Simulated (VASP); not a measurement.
Method: PBE GGA, VASP's PBE PAW potentials (set 64) (plane waves; VASP).

A VASP calculation is set up with these files.

INCAR:
```
SYSTEM = Ru
PREC = Accurate
ENCUT = 400
EDIFF = 1E-7
NELM = 100
ALGO = Normal
LREAL = .FALSE.
LASPH = .TRUE.
ISMEAR = 0
SIGMA = 0.05
GGA = PE
LMAXMIX = 4
LWAVE = .FALSE.
LCHARG = .FALSE.
LORBIT = 11
ICHARG = 11
```

File POSCAR:
```
Ru
1
    1.3595950304    -2.3548878277     0.0000000000
    1.3595950304     2.3548878277     0.0000000000
    0.0000000000     0.0000000000     4.2855853732
Ru
2
Direct
  0.3333330000   0.6666670000   0.2500000000
  0.6666670000   0.3333330000   0.7500000000
```

KPOINTS:
```
k-points along high-symmetry lines
10
Line-mode
Reciprocal
  0.000000   0.000000   0.000000 ! GAMMA
 -0.000000   0.500000   0.000000 ! M

 -0.000000   0.500000   0.000000 ! M
 -0.333333   0.666667   0.000000 ! K

 -0.333333   0.666667   0.000000 ! K
  0.000000   0.000000   0.000000 ! GAMMA

  0.000000   0.000000   0.000000 ! GAMMA
  0.000000   0.000000   0.500000 ! A

  0.000000   0.000000   0.500000 ! A
 -0.000000   0.500000   0.500000 ! L

 -0.000000   0.500000   0.500000 ! L
 -0.333333   0.666667   0.500000 ! H

 -0.333333   0.666667   0.500000 ! H
  0.000000   0.000000   0.500000 ! A

 -0.000000   0.500000   0.500000 ! L
 -0.000000   0.500000   0.000000 ! M

 -0.333333   0.666667   0.500000 ! H
 -0.333333   0.666667   0.000000 ! K
```

POTCAR, in this order: Ru_pv (PBE.64 set). Program: vasp_std. Read from the step before: CHGCAR.

**Question.** What will the output report for the number of irreducible k-points (NKPTS), number of bands (NBANDS), largest plane-wave count, number of space-group operations, FFT grid (NGX, NGY, NGZ)?

**Answer.** 
The number of irreducible k-points (NKPTS) is 90, the number of bands (NBANDS) is 18 and the largest plane-wave count is 524. The number of space-group operations is 24. The FFT grid (NGX, NGY, NGZ) comes out as 18 × 18 × 28.

The compound is Ru in the hcp structure. It was relaxed first.
